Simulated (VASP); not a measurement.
Here is the system:

```xyz
2
Lattice="0.0000 2.7300 2.7300 2.7300 0.0000 2.7300 2.7300 2.7300 0.0000" Properties=species:S:1:pos:R:3 pbc="T T T"
Mg     0.0000     0.0000     0.0000
Se     2.7300     2.7300     2.7300
```

Method: optB88-vdW, VASP's PBE PAW potentials (set 64) (plane waves; VASP). Settings: 520 eV cut-off, 8×8×8 Γ-centred mesh, Gaussian smearing of 0.050 eV, potentials Mg Se.

Q: The ions, cell shape and volume are relaxed. What does this cell relax into?

A: 
```xyz
2
Lattice="0.0000 2.7449 2.7449 2.7449 0.0000 2.7449 2.7449 2.7449 0.0000" Properties=species:S:1:pos:R:3 pbc="T T T"
Mg     0.0000     0.0000     0.0000
Se     2.7449     2.7449     2.7449
```
Space group Fm-3m (225), at a tolerance of 0.03 Å.

Q: How do energy and volume change from the first to the last step?

A: The energy (σ→0) changes by -1.1 meV/atom and the volume by +1.6 %, in 3 ionic steps.

```csv
step,E(σ→0) (eV),max force (eV/Å),pressure (GPa),volume (Å³)
1,-4.5066,0.000,1.07,40.69
2,-4.5088,0.000,-0.21,41.50
3,-4.5088,0.000,0.00,41.36
```

The compound is MgSe in the rock salt structure. This run relaxes it. Symmetry was kept, so distortions that lower it aren't found.
